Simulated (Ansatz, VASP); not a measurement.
# ScAl2As3: VASP beside Ansatz

```
Sc Al As
1.0
     3.78585    0.00000    0.00000
     0.00000    3.78585    0.00000
     0.00000    0.00000    8.35194
Sc Al As
1 2 3
Cartesian
  1.8929 1.8929 0.0000
  1.8929 0.0000 6.1737
  0.0000 1.8929 2.1782
  1.8929 0.0000 3.2053
  0.0000 1.8929 5.1467
  0.0000 0.0000 0.0000
```

Change from the starting cell: species swapped into the Zr2Sb3Pd type (P-4m2, No. 115).

Alike in both runs: task single point; functional PBE; k mesh 4 × 4 × 2; occupations gaussian, width 0.1 eV; no spin polarisation.

|  | VASP | Ansatz |
| --- | --- | --- |
| version | VASP 6.6.1 | Ansatz 0.2.0 |
| potentials or method | VASP PAW PBE potentials, release 64 (Sc_sv, Al, As) | scalar-relativistic, plane waves, PAW |
| plane-wave cutoff (eV) | 520 | 420 |
| valence electrons in the cell | 32 | 62 |

```tsv
	VASP	Ansatz	Ansatz less VASP
gap on the k mesh at the Fermi level (eV)	none	none	-
pressure (GPa)	-2.8	-2.9	-0.12
largest component of the traceless stress (GPa)	2.16	2.08	-0.072
rms of the force components (eV/Å)	0.551	0.550	-0.0010
```

Atom by atom the forces differ by 0.001 eV/Å (rms over components). A gap of «none» marks a metal or a gap that the smearing closes. The two sets of potentials don't hold the same shells in valence.

Caveats: the k mesh is coarse (spacing up to 0.41 Å⁻¹), so the values aren't converged; forces of over 1 eV/Å show positions far from the minimum, so gaps and moduli don't describe the material at rest.
